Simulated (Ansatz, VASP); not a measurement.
**Al (Aluminum): VASP beside Ansatz**

One calculation is typed for both programs; each brings its own data sets. How far apart do they land? The cell is taken from a series of runs on this material, whose earlier steps may have relaxed, scaled, displaced or heated it; both programs get it as it stands.

Main program and level: Ansatz 0.2.0; plane waves, with VASP 6.6.1 beside it; relaxation of cell and atoms at RPBE.

## (1) The structure

Symmetry: Fm-3m, No. 225, cubic system. The conventional cell has a = 4.066 Å, b = 4.066 Å, c = 4.066 Å, α = 90.00°, β = 90.00°, γ = 90.00°. Nearest to Al lie 12 Al at 2.88 Å.

## (2) Ansatz: relaxation of cell and atoms, RPBE

Ansatz runs on its default PAW (the set named soft_2) files.

The relaxed volume is the usual yardstick between codes: in a stiff, nearly cubic crystal its relative difference is about their pressure difference at one cell divided by the bulk modulus.

File input.yaml:

```yaml
crystal:
  lattice:
    - [0.0, 2.0330747228, 2.0330747228]
    - [2.0330747228, 0.0, 2.0330747228]
    - [2.0330747228, 2.0330747228, 0.0]
  atoms:
    - { symbol: Al, position: [0.0, 0.0, 0.0] }
kpoints:
  mp_grid: { grid: [24, 24, 24] }
hamiltonian:
  xc: rpbe
scf:
  occupations: { method: methfessel_paxton, width: 0.2 }
output:
  forces: true
  stress: true
  eigenvalues: true
relax:
  adjacent_minimum: "off"
  f_tol: 0.001
  max_steps: 60
  cell: { stress_tol: 0.01 }
```

On the command line:

```
ansatz run input.yaml --threads 4 --pin off --max-ram 7168MiB --backend cpu --events-out ev --progress --plain --runs-dir out
```

Numbers of over 12 decimals in the logs are rounded to 6 here.

Output:

```text
Engine: ansatz 0.2.0, aarch64-unknown-linux-gnu
Pseudopotentials: kind: paw
Pseudopotential: Al, paw, valence charge 3, recommended cutoff 420 eV (normal), Al.paw.azcp
Functional definition: RPBE
  parameter kappa = 0.804
  parameter beta = 0.066725
  exchange = rpbe_x(kappa = kappa, mu = beta*pi^2/3)
  correlation = pbe_c(beta = beta)
Crystal: 1 atoms, lattice volume = 16.807 Å³
Basis set: ecut = 420 eV, 331 PW (Γ), exchange–correlation on 40×40×40 points (8 copies of the dense FFT grid, shifted against one another)
Bands: 6, of which v1, the nominal top of the filled ones, is band 2 counted from 1 (1 counted from 0)
Symmetry: 48 space group operations
Space group: Fm-3m (ITA 225), of the structure as read, at distance tolerance 2.6e-5 Å
k-points: 413 of 13824
Non-local potential: Al, projectors of the file, l = 0: 2, l = 1: 2, l = 2: 1
PAW form: soft (Blöchl's): semilocal exchange-correlation on the pseudo side does not see the compensation charge
PAW frozen core: Al, regenerated for the run's functional, and the local potential with it (the file was generated under x = pbe(κ = 0.804, μ = 0.219515), c = pbe(β = 0.066725))
PAW one-centre angular grid: Al, 110 points (default); XC on 64 Gauss nodes
Initial density: superposition of atomic densities (neutral atoms: chi_scale 0, normalization atom), corrected by the library's trained network
Initial wavefunctions: pseudopotential atomic-orbital guess
Functional: x = rpbe, c = pbe(β = 0.066725)
SCF iter   1: F=—  HF=-540.441257 eV  |F-HF|=—  |Δ(HF+E_count)|=         —  Δρ=1.92e-3  dr2=6.24e-4  ethr=1.77e-3  ⟨swp⟩=4.4  Hψ=20121  notcnv=0
preconditioner: auto → none  [metal: Δε(μ)=0.040 eV  Ē_g=13.074 eV  σ=0.200 eV  W_gap=0.17  n_scr=0 (ndim 8)  ℏωp=15.7 eV  f_vac=0.000  D(μ)=0.49/eV (n_scr^D=0)]
SCF iter   2: F=—  HF=-540.441098 eV  |F-HF|=—  |Δ(HF+E_count)|=   1.59e-4  S|Δr|=    0.00e0  Δρ=9.05e-4  dr2=1.38e-4  ethr=2.08e-5  ⟨swp⟩=1.1  Hψ=5810  notcnv=0
SCF iter   3: F=—  HF=-540.441065 eV  |F-HF|=—  |Δ(HF+E_count)|=   3.30e-5  S|Δr|=    0.00e0  Δρ=2.41e-5  dr2=9.98e-8  ethr=4.58e-6  ⟨swp⟩=2.0  Hψ=2893  notcnv=0
SCF iter   4: F=—  HF=-540.441101 eV  |F-HF|=—  |Δ(HF+E_count)|=   3.68e-5  S|Δr|=    0.00e0  Δρ=3.57e-6  dr2=1.41e-9  ethr=3.33e-9  ⟨swp⟩=3.0  Hψ=10763  notcnv=0
SCF iter   5: F=-540.441101 eV  HF=-540.441101 eV  |F-HF|=1.09e-11  |Δ(HF+E_count)|=   1.52e-9  S|Δr|=    0.00e0  Δρ=2.87e-7  dr2=8.61e-12  ethr=4.71e-11  ⟨swp⟩=1.2  Hψ=5982  notcnv=0
SCF 1 converged in 5 iterations: F = -540.441101 eV  dr2 = 8.61e-12
  greatest PAW one-centre occupation: 0.440 electrons in one spin orbital (limit 2), on the Al atom at site 0 (counted from 0), in its partial waves of l = 0
relax step   1: F+E_penalty+E_count = -540.44110148 eV  Δ(F+E_penalty+E_count) = +0.000e0 eV  max|allowed force component| = 0.000e0 eV/Å  Δτ_max = 0.0000 Å  P = -0.088 GPa  Ω = 16.807 Å³  (5 SCF iters, dr2 threshold 1.00e-7 eV, accepted)
[...]
relax step   2: F+E_penalty+E_count = -540.44111652 eV  Δ(F+E_penalty+E_count) = -1.504e-5 eV  max|allowed force component| = 0.000e0 eV/Å  Δτ_max = 0.0000 Å  P = +0.015 GPa  Ω = 16.784 Å³  energy of the carried Pulay correction = +9.868e-6 eV  (3 SCF iters, dr2 threshold 1.91e-8 eV, accepted)
[...]
relax step   3: F+E_penalty+E_count = -540.44111522 eV  Δ(F+E_penalty+E_count) = +1.306e-6 eV  max|allowed force component| = 0.000e0 eV/Å  Δτ_max = 0.0000 Å  P = -0.000 GPa  Ω = 16.787 Å³  energy of the carried Pulay correction = +8.400e-6 eV  (3 SCF iters, dr2 threshold 5.86e-10 eV, accepted)
[...]
relax step   4: F+E_penalty+E_count = -540.44110760 eV  Δ(F+E_penalty+E_count) = +7.615e-6 eV  max|allowed force component| = 0.000e0 eV/Å  Δτ_max = 0.0000 Å  P = -0.001 GPa  Ω = 16.787 Å³  stress off target by 6.64e-4 GPa  SCF on the basis re-selected at this cell (its energy is not comparable with the rows above)  (4 SCF iters)
basis re-selected at this cell: Δ(F+E_penalty+E_count) = +7.615e-6 eV, ΔP = -0.001 GPa vs the last step (what re-selecting the basis moved, of the pressure what is left beyond the Pulay correction that the steps carried, after the strain that the cell walked since its last selection, with what the two solves' SCF thresholds leave and, on support functions, any second-order correction that the steps lacked; it is no measure of the basis error at this ecutwfc). This SCF's stress stands 6.64e-4 GPa from its target on what of the cell is left free (relax.cell.stress_tol is 1.00e-2 GPa) and its largest allowed force component is 0.00e0 eV/Å (relax.f_tol is 1.00e-3 eV/Å): [rest of the remark cut]
SCF converged after 4 iterations
Stability not checked: this state was not tested for a lower state beside it, because cold or Methfessel-Paxton smearing, or corrected tetrahedra, fill the levels in a way that the test cannot read (fill_not_monotonic; see scf.lower_state_search)
Free energy (F): -540.441108 eV
Harris-Foulkes:  -540.441108 eV  (|F-HF|=1.14e-13)
Internal energy: -540.440492 eV  (E = F + TS)
E sigma→0 (E₀):  -540.440954 eV
Entropy (-TS):   -0.000615 eV (-0.615 meV/atom)
Fermi energy:    7.880252 eV
--- Per-component energies (eV) ---
  E_band       = 10.467294
  E_kinetic    = 22.507957
  E_local      = 9.925903  (includes V_loc(G=0)·N_el)
  E_nonlocal   = 9.907954
  E_hartree    = 0.103669
  E_xc         = -39.725440
  E_vxc        = -28.693405  (∫ρ·V_xc dr)
  E_paw        = -470.050324  (= ΣΔE_a)
  E_vpaw       = -3.388451  (= ΣTr[D̂ρ^β])
  E_aug_tail   = -0.000001  (compensation charges beyond the density's cutoff)
  E_ewald      = -73.092949
  E_core_change = -0.017261  (= ΣΔE_core)
  E_smearing   = -0.000615  (= −TS)
  E_closure    = 0.000000  (closes the sum)
  Σ components = -540.441108   (vs F -540.441108, Δ=0.00e0)
--- Forces (eV/Å), atoms counted from 1 ---
  atom   1  Al     0.00000000     0.00000000    -0.00000000
  max |Σ_I F_I| component: 5.91e-33 eV/Å
--- Stress (GPa, compression-positive) ---
       -0.000664       0.000000       0.000000
        0.000000      -0.000664       0.000000
        0.000000       0.000000      -0.000664
  P = ⅓ Tr σ = -0.0007 GPa (-0.007 kbar)
--- Band table (eV; the first three rows and the last of 413) ---
  k-point 0: bands = ["-3.1489", "20.3195", "20.3195", "20.3195", "21.8669", "21.8669"]
  k-point 1: bands = ["-3.1022", "19.3504", "20.1369", "20.1369", "22.1222", "22.1222"]
  k-point 2: bands = ["-2.9623", "17.7598", "19.7767", "19.7767", "22.4955", "22.6940"]
  k-point 412: bands = ["7.0287", "7.0287", "8.0359", "8.9649", "23.5003", "23.5003"]
--- Relaxed structure (3 steps of the walk, 3 accepted, 1 SCFs on fresh bases) ---
  F+E_penalty+E_count = -540.44110760 eV   max|allowed force component| = 0.000e0 eV/Å   (the final SCF, on the basis selected at the relaxed cell)
  cell:  # Å, volume = 16.7875 Å³
    - [0, 2.032287, 2.032287]
    - [2.032287, 0, 2.032287]
    - [2.032287, 2.032287, 0]
  atoms:
    - { symbol: Al, position: [0.0, 0.0, 0.0] }
```

## (3) VASP: relaxation of cell and atoms, RPBE

The same cell, functional, mesh and smearing now go to VASP, with its own data sets.

Lines of VASP's logs that name or quote its potential files are left out, and so is its time.

File INCAR:

```
SYSTEM = Al
PREC = Accurate
ENCUT = 500
EDIFF = 1E-07
NELM = 120
ISMEAR = 1
SIGMA = 0.2
LREAL = .FALSE.
ALGO = Normal
GGA = RP
NBANDS = 7
LORBIT = 11
LWAVE = .FALSE.
LCHARG = .FALSE.
ISIF = 3
IBRION = 2
NSW = 80
EDIFFG = -0.005
LASPH = .TRUE.
GGA_COMPAT = .FALSE.
NELMIN = 4
```

File POSCAR:

```
Al
1.0
    0.0000000000      2.0330750000      2.0330750000
    2.0330750000      0.0000000000      2.0330750000
    2.0330750000      2.0330750000      0.0000000000
Al
1
Direct
    0.0000000000      0.0000000000      0.0000000000
```

File KPOINTS:

```
Automatic mesh
0
Gamma
24 24 24
0 0 0
```

Potentials, in the order of the species: Al (PBE family, release 64).

On the command line:

```
mpirun -np 1 vasp_std
```

Output:

```text
[banner, memory and clock lines left out]
running    1 mpi-ranks, on    1 nodes
 distrk:  each k-point on    1 cores,    1 groups
 distr:  one band on    1 cores,    1 groups

 POSCAR found type information on POSCAR Al
 POSCAR found :  1 types and       1 ions
|                                                                             |
|               ----> ADVICE to this user running VASP <----                  |
|                                                                             |
|     You enforced a specific xc type in the INCAR file but a different       |
|     [... a line on the potential file left out ...]
|     I HOPE YOU KNOW WHAT YOU ARE DOING!                                     |
|                                                                             |

 LDA part: xc-table for (Slater+PW92), standard interpolation
 POSCAR, INCAR and KPOINTS ok, starting setup
 FFT: planning ... GRIDC
 FFT: planning ... GRID_SOFT
 FFT: planning ... GRID
 WAVECAR not read
 entering main loop
       N       E                     dE             d eps       ncg     rms          rms(c)
DAV:   1    -0.197846323487E+01   -0.19785E+01   -0.86219E+02  5831   0.226E+02
DAV:   2    -0.351784955189E+01   -0.15394E+01   -0.14694E+01  7756   0.212E+01
DAV:   3    -0.352741219438E+01   -0.95626E-02   -0.95518E-02  7966   0.190E+00
DAV:   4    -0.352743065668E+01   -0.18462E-04   -0.18461E-04  8736   0.737E-02
DAV:   5    -0.352743068387E+01   -0.27194E-07   -0.27394E-07  8057   0.181E-03    0.181E+00
DAV:   6    -0.351559565132E+01    0.11835E-01   -0.15742E-03  7672   0.252E-01    0.105E+00
DAV:   7    -0.350626249204E+01    0.93332E-02   -0.48412E-03  7238   0.404E-01    0.187E-01
DAV:   8    -0.350624715329E+01    0.15339E-04   -0.15314E-05  8960   0.322E-02    0.394E-02
DAV:   9    -0.350624340395E+01    0.37493E-05   -0.17854E-06  8120   0.785E-03    0.711E-04
DAV:  10    -0.350624310231E+01    0.30164E-06   -0.67580E-09  8337   0.709E-04    0.101E-03
DAV:  11    -0.350624294990E+01    0.15241E-06   -0.61665E-10  4277   0.179E-04    0.739E-05
DAV:  12    -0.350624297946E+01   -0.29565E-07   -0.48041E-11  3955   0.430E-05
   1 F= -.35062430E+01 E0= -.35060365E+01  d E =-.350624E+01
 curvature:   0.00 expect dE= 0.000E+00 dE for cont linesearch  0.000E+00
 trial: gam= 0.00000 g(F)=  0.143E-67 g(S)=  0.123E-03 ort = 0.000E+00 (trialstep = 0.100E+01)
 search vector abs. value=  0.123E-03
 bond charge predicted
       N       E                     dE             d eps       ncg     rms          rms(c)
DAV:   1    -0.350630155978E+01   -0.58610E-04   -0.84775E-04  7329   0.130E-01    0.286E-02
DAV:   2    -0.350629915834E+01    0.24014E-05   -0.54601E-06  7812   0.188E-02    0.935E-03
DAV:   3    -0.350629770330E+01    0.14550E-05   -0.44820E-07  7546   0.354E-03    0.342E-03
DAV:   4    -0.350629772132E+01   -0.18020E-07   -0.10548E-07  7308   0.165E-03
   2 F= -.35062977E+01 E0= -.35060935E+01  d E =-.547419E-04
 trial-energy change:   -0.000055  1 .order   -0.000053   -0.000123    0.000016
 step:   0.8897(harm=  0.8830)  dis= 0.00000  next Energy=    -3.506299 (dE=-0.556E-04)
 reached required accuracy - stopping structural energy minimisation
```

OUTCAR, selected parts (step 3):

```text
ion  position               nearest neighbor table
   1  0.000  0.000  0.000-

  LATTYP: Found a face centered cubic cell.
 ALAT       =     4.0661500000

 Subroutine GETGRP returns: Found 48 space group operations
 (whereof 48 operations were pure point group operations)

The static configuration has the point symmetry O_h .

 Found    413 irreducible k-points:

   k-points           NKPTS =    413   k-points in BZ     NKDIM =    413   number of bands    NBANDS=      7

   dimension x,y,z NGX =    24 NGY =   24 NGZ =   24
   dimension x,y,z NGXF=    48 NGYF=   48 NGZF=   48

   ENCUT  =  500.0 eV  36.75 Ry    6.06 a.u.   5.24  5.24  5.24*2*pi/ulx,y,z

   NELECT =       3.0000    total number of electrons

 k-points in reciprocal lattice and weights: Automatic mesh
   0.00000000  0.00000000  0.00000000       0.000
   0.04166667  0.00000000  0.00000000       0.001
   0.08333333  0.00000000  0.00000000       0.001
   0.12500000  0.00000000  0.00000000       0.001
   0.16666667  0.00000000  0.00000000       0.001
   0.20833333  0.00000000  0.00000000       0.001
   0.25000000  0.00000000  0.00000000       0.001
   0.29166667  0.00000000  0.00000000       0.001
   0.33333333  0.00000000  0.00000000       0.001
[...]
-0.29166667  0.50000000  0.20833333       0.001
  -0.25000000  0.50000000  0.25000000       0.000

 average (electrostatic) potential at core
       1 -72.9678

 E-fermi :   7.9613

 k-point     1 :       0.0000    0.0000    0.0000
  band No.  band energies     occupation
      1      -3.0930      2.00000
      2      20.4657      0.00000
      3      20.4657      0.00000
      4      20.4657      0.00000
      5      21.9792      0.00000
      6      21.9792      0.00000
    ...

 k-point     2 :       0.0417    0.0000    0.0000
  band No.  band energies     occupation
      1      -3.0462      2.00000
      2      19.4784      0.00000
      3      20.2766      0.00000
      4      20.2766      0.00000
      5      22.2419      0.00000
      6      22.2419      0.00000
    ...

 k-point     3 :       0.0833    0.0000    0.0000
  band No.  band energies     occupation
      1      -2.9060      2.00000
      2      17.8742      0.00000
      3      19.9081      0.00000
      4      19.9081      0.00000
      5      22.6122      0.00000
      6      22.8245      0.00000
    ...

  Total        0.0038562      0.0038562      0.0038562     -0.0000000     -0.0000000      0.0000000
  in kB        0.3691602      0.3691602      0.3691602     -0.0000000     -0.0000000      0.0000000
  external PRESSURE =       0.3691602 kB  Pullay stress =       0.0000000 kB

  energy-cutoff  :      500.00
  volume of cell :       16.74
      direct lattice vectors                 reciprocal lattice vectors
    -0.000000000  2.030220718  2.030220718    -0.246278641  0.246278641  0.246278641
     2.030220718 -0.000000000  2.030220718     0.246278641 -0.246278641  0.246278641
     2.030220718  2.030220718  0.000000000     0.246278641  0.246278641 -0.246278641

 POSITION                                       TOTAL-FORCE (eV/Angst)
 -----------------------------------------------------------------------------------
      2.03022      2.03022      0.00000        -0.000000      0.000000     -0.000000
 -----------------------------------------------------------------------------------
    total drift:                               -0.000000     -0.000000     -0.000000

  FREE ENERGIE OF THE ION-ELECTRON SYSTEM (eV)
  ---------------------------------------------------
  free  energy   TOTEN  =        -3.5062977213 eV

  energy  without entropy=       -3.5056850867  energy(sigma->0) =       -3.50609351

 reached required accuracy - stopping structural energy minimisation

 total charge
# of ion       s       p       d       tot
------------------------------------------
    1        0.428   0.334   0.000   0.762

[... 3 further parts left out ...]
```

CONTCAR:

```
Al
   1.00000000000000
    -0.0000000000000000    2.0302207176387421    2.0302207176387421
     2.0302207176387421   -0.0000000000000000    2.0302207176387421
     2.0302207176387421    2.0302207176387421    0.0000000000000000
  Al
     1
Direct
     0.0000000000000000    0.0000000000000000    1.0000000000000000
```

This run has no spin polarisation. Its electron count is odd, so without a moment it is a metal by construction. The run keeps the 48 symmetry operations of its start, so it cannot find a distortion of lower symmetry.

## (4) Comparison

Known differences besides the potentials themselves: the cutoff is 420 eV in Ansatz and 500 eV in VASP; Ansatz makes its cores anew for this functional, VASP keeps those of its PBE data sets; Ansatz adds a Pulay correction to the stress that steers its cell, VASP none. Total energies have different zeros and are not compared.

The two programs side by side:

```
                                         quantity  Ansatz   VASP  difference
                                      volume (Å³)   16.79  16.74     +0.31 %
edge a after relaxation, in the typed setting (Å)   2.874  2.871     +0.10 %
```

## (5) Results

```
difference in volume (relaxation of cell and atoms, RPBE) : 0.31 %
```

**Reading.** The difference in volume is 0.31 % (relaxation of cell and atoms, RPBE), within the 1.2 % picked in this series as the mark of a large difference, as far as the stopping tolerances let one tell. Such differences can come from data sets, numerical settings and the points named under the comparisons, not from the functional's error against experiment.

[Lines on the potential files, build, host, timing and source positions are cut from VASP's logs without a mark.]

[Logs are printed without paths, hosts, clocks, repeated set-up lines and the standing remarks that a program may print on its own settings, such as how far it seeks lower states.]

[Hosts, paths, dates, database ids (printed as entryN), source tags and the programs' standing remarks are cut or masked in the printed files.]
